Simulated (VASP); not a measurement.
Consider the following.

```
CELL_PARAMETERS angstrom
      7.14656     0.00000     0.00000
      0.00000     7.14656     0.00000
      0.00000     0.00000     7.14656
ATOMIC_POSITIONS crystal
  C  0.50000 0.00000 0.00000
  C  0.62906 0.12586 0.12155
  C  0.75000 0.25000 0.00000
  C  0.87500 0.37500 0.12500
  C  0.75000 0.00000 0.25000
  C  0.87500 0.12500 0.37500
  C  0.00000 0.00000 0.00000
  C  0.12210 0.12187 0.12750
  C  0.24626 0.25249 0.99905
  C  0.37343 0.37269 0.12518
  C  0.50684 0.50043 0.00253
  C  0.62347 0.61962 0.12790
  C  0.75000 0.75000 0.00000
  C  0.87500 0.87500 0.12500
  C  0.24570 0.99951 0.24567
  C  0.36906 0.11844 0.37013
  C  0.49660 0.24396 0.25599
  C  0.62565 0.38155 0.38057
  C  0.74847 0.49830 0.25212
  C  0.87500 0.62500 0.37500
  C  0.49528 0.00077 0.49477
  C  0.63125 0.13176 0.62222
  C  0.75378 0.24736 0.50670
  C  0.87500 0.37500 0.62500
  C  0.75000 0.00000 0.75000
  C  0.87500 0.12500 0.87500
  C  0.00000 0.50000 0.00000
  C  0.12526 0.62567 0.12309
  C  0.25000 0.75000 0.00000
  C  0.37500 0.87500 0.12500
  C  0.99898 0.25365 0.25307
  C  0.12665 0.37171 0.37745
  C  0.24564 0.50314 0.25165
  C  0.37648 0.62767 0.37557
  C  0.50118 0.75146 0.24729
  C  0.62500 0.87500 0.37500
  C  0.00000 0.00000 0.50000
  C  0.12610 0.11894 0.62960
  C  0.25557 0.24888 0.50073
  C  0.37670 0.38157 0.62732
  C  0.49926 0.49614 0.50541
  C  0.62166 0.61926 0.62744
  C  0.75000 0.75000 0.50000
  C  0.87500 0.87500 0.62500
  C  0.25000 0.00000 0.75000
  C  0.37500 0.12500 0.87500
  C  0.50258 0.24412 0.75009
  C  0.62500 0.37500 0.87500
  C  0.75000 0.50000 0.75000
  C  0.87500 0.62500 0.87500
  C  0.00000 0.75000 0.25000
  C  0.12500 0.87500 0.37500
  C  0.00531 0.49945 0.49525
  C  0.12480 0.61929 0.62473
  C  0.25258 0.75557 0.49758
  C  0.37500 0.87500 0.62500
  C  0.00000 0.25000 0.75000
  C  0.12500 0.37500 0.87500
  C  0.25630 0.49562 0.75639
  C  0.37500 0.62500 0.87500
  C  0.50000 0.75000 0.75000
  C  0.62500 0.87500 0.87500
  C  0.00000 0.75000 0.75000
  C  0.12500 0.87500 0.87500
  Li 0.37672 0.37889 0.37561
```

Calculation: PBE GGA, VASP's PBE PAW potentials (set 64) (plane waves; VASP). Numerical set-up: PREC = Normal, LREAL = Auto, ISYM = 0, EDIFF = 1E-5, 400 eV cut-off, 1×1×1 Γ-centred mesh, Gaussian smearing of 0.050 eV, potentials C Li. Starting moments (MAGMOM): 65*0.0154. The cell's moment is fixed (NUPDOWN = 1).

At this cut-off the stress carries a Pulay error, which pulls relaxed volumes low. The supercell is sampled at Γ alone, which is coarse: total energies, pressure and levels can be off, energies of defects by several tenths of an eV.

The ions are relaxed. Give the cell that the relaxation ends in.

```
CELL_PARAMETERS angstrom
      7.14656     0.00000     0.00000
      0.00000     7.14656     0.00000
      0.00000     0.00000     7.14656
ATOMIC_POSITIONS crystal
  C  0.50120 0.99735 0.99892
  C  0.63073 0.11916 0.12198
  C  0.75254 0.24871 0.99889
  C  0.87606 0.37485 0.12478
  C  0.75200 0.99791 0.24985
  C  0.87577 0.12478 0.37504
  C  0.00091 0.00001 0.00129
  C  0.12660 0.12563 0.12614
  C  0.25380 0.24698 0.99805
  C  0.39035 0.35949 0.10803
  C  0.50286 0.49605 0.99808
  C  0.62422 0.62330 0.12620
  C  0.74986 0.74898 0.00134
  C  0.87438 0.87549 0.12605
  C  0.24976 0.99891 0.25003
  C  0.37550 0.11812 0.37468
  C  0.50987 0.24002 0.23880
  C  0.63178 0.37442 0.37464
  C  0.75099 0.50016 0.25005
  C  0.87399 0.62626 0.37613
  C  0.50041 0.99824 0.50096
  C  0.62551 0.12443 0.62481
  C  0.75169 0.24956 0.50093
  C  0.87457 0.37516 0.62731
  C  0.75060 0.99931 0.75047
  C  0.87668 0.12443 0.87528
  C  0.00026 0.49979 0.00086
  C  0.12003 0.62989 0.12593
  C  0.25013 0.74965 0.00086
  C  0.37507 0.87386 0.12480
  C  0.99971 0.25102 0.24984
  C  0.11601 0.38076 0.37742
  C  0.22791 0.52202 0.26061
  C  0.36919 0.63390 0.37745
  C  0.49891 0.75024 0.24990
  C  0.62519 0.87416 0.37509
  C  0.99946 0.00027 0.50075
  C  0.12393 0.12326 0.62741
  C  0.24590 0.24536 0.50572
  C  0.37537 0.37455 0.62990
  C  0.50457 0.50402 0.50574
  C  0.62670 0.62599 0.62743
  C  0.74968 0.75048 0.50077
  C  0.87504 0.87491 0.62564
  C  0.25069 0.99848 0.75066
  C  0.37567 0.12212 0.87387
  C  0.50138 0.24853 0.75088
  C  0.62777 0.37425 0.87386
  C  0.75145 0.49924 0.75068
  C  0.87529 0.62408 0.87614
  C  0.99701 0.75292 0.25047
  C  0.12368 0.87593 0.37612
  C  0.99674 0.50125 0.50352
  C  0.12452 0.62540 0.62705
  C  0.24869 0.75317 0.50354
  C  0.37480 0.87535 0.62732
  C  0.00059 0.25017 0.75164
  C  0.12631 0.37491 0.87674
  C  0.24987 0.50002 0.75266
  C  0.37497 0.62356 0.87677
  C  0.49975 0.74932 0.75168
  C  0.62549 0.87321 0.87531
  C  0.99996 0.74997 0.75172
  C  0.12585 0.87460 0.87611
  Li 0.37254 0.37737 0.35852
``` The cell ends with 1.00 μB, on the first 30 sites 0.00 0.01 0.00 0.01 0.01 0.00 0.00 0.00 0.00 0.16 0.00 0.00 0.00 0.01 0.01 0.01 0.00 0.01 0.01 0.01 0.00 0.00 0.00 0.01 0.00 0.00 0.00 -0.01 0.00 0.01 μB.

How much energy does the relaxation gain?

The energy (σ→0) changes by -38.4 meV/atom, in 44 ionic steps.

```json
[
 {"step": "1", "E(σ→0) (eV)": "-567.6345", "max force (eV/Å)": "5.919", "pressure (GPa)": "7.08", "volume (Å³)": "365.00"},
 {"step": "2", "E(σ→0) (eV)": "-562.3155", "max force (eV/Å)": "17.923", "pressure (GPa)": "12.45", "volume (Å³)": "365.00"},
 {"step": "3", "E(σ→0) (eV)": "-569.6294", "max force (eV/Å)": "1.736", "pressure (GPa)": "6.23", "volume (Å³)": "365.00"},
 {"step": "4", "E(σ→0) (eV)": "-569.6309", "max force (eV/Å)": "1.721", "pressure (GPa)": "6.21", "volume (Å³)": "365.00"},
 {"step": "5", "E(σ→0) (eV)": "-569.7360", "max force (eV/Å)": "2.211", "pressure (GPa)": "6.31", "volume (Å³)": "365.00"},
 {"step": "6", "E(σ→0) (eV)": "-569.8965", "max force (eV/Å)": "0.973", "pressure (GPa)": "6.14", "volume (Å³)": "365.00"},
 {"step": "7", "E(σ→0) (eV)": "-569.9228", "max force (eV/Å)": "1.034", "pressure (GPa)": "6.27", "volume (Å³)": "365.00"},
 {"step": "8", "E(σ→0) (eV)": "-569.9624", "max force (eV/Å)": "0.300", "pressure (GPa)": "6.19", "volume (Å³)": "365.00"},
 {"step": "9", "E(σ→0) (eV)": "-569.9763", "max force (eV/Å)": "0.319", "pressure (GPa)": "6.24", "volume (Å³)": "365.00"},
 {"step": "10", "E(σ→0) (eV)": "-569.9787", "max force (eV/Å)": "0.197", "pressure (GPa)": "6.22", "volume (Å³)": "365.00"},
 {"step": "11", "E(σ→0) (eV)": "-569.9833", "max force (eV/Å)": "0.135", "pressure (GPa)": "6.23", "volume (Å³)": "365.00"},
 {"step": "12", "E(σ→0) (eV)": "-569.9835", "max force (eV/Å)": "0.113", "pressure (GPa)": "6.23", "volume (Å³)": "365.00"},
 {"step": "13", "E(σ→0) (eV)": "-569.9860", "max force (eV/Å)": "0.118", "pressure (GPa)": "6.24", "volume (Å³)": "365.00"},
 {"step": "14", "E(σ→0) (eV)": "-569.9860", "max force (eV/Å)": "0.137", "pressure (GPa)": "6.24", "volume (Å³)": "365.00"},
 {"step": "15", "E(σ→0) (eV)": "-569.9883", "max force (eV/Å)": "0.102", "pressure (GPa)": "6.24", "volume (Å³)": "365.00"},
 {"step": "16", "E(σ→0) (eV)": "-569.9891", "max force (eV/Å)": "0.110", "pressure (GPa)": "6.25", "volume (Å³)": "365.00"},
 {"step": "17", "E(σ→0) (eV)": "-569.9915", "max force (eV/Å)": "0.154", "pressure (GPa)": "6.26", "volume (Å³)": "365.00"},
 {"step": "18", "E(σ→0) (eV)": "-569.9929", "max force (eV/Å)": "0.200", "pressure (GPa)": "6.28", "volume (Å³)": "365.00"},
 {"step": "19", "E(σ→0) (eV)": "-569.9953", "max force (eV/Å)": "0.230", "pressure (GPa)": "6.29", "volume (Å³)": "365.00"},
 {"step": "20", "E(σ→0) (eV)": "-570.0019", "max force (eV/Å)": "0.321", "pressure (GPa)": "6.35", "volume (Å³)": "365.00"},
 {"step": "21", "E(σ→0) (eV)": "-570.0051", "max force (eV/Å)": "0.631", "pressure (GPa)": "6.48", "volume (Å³)": "365.00"},
 {"step": "22", "E(σ→0) (eV)": "-570.0062", "max force (eV/Å)": "0.490", "pressure (GPa)": "6.42", "volume (Å³)": "365.00"},
 {"step": "23", "E(σ→0) (eV)": "-570.0075", "max force (eV/Å)": "0.515", "pressure (GPa)": "6.43", "volume (Å³)": "365.00"},
 {"step": "24", "E(σ→0) (eV)": "-570.0112", "max force (eV/Å)": "0.584", "pressure (GPa)": "6.46", "volume (Å³)": "365.00"},
 {"step": "25", "E(σ→0) (eV)": "-570.0169", "max force (eV/Å)": "0.694", "pressure (GPa)": "6.52", "volume (Å³)": "365.00"}
]
```

The cell is a supercell with a defect, built from C (diamond): Li_i.
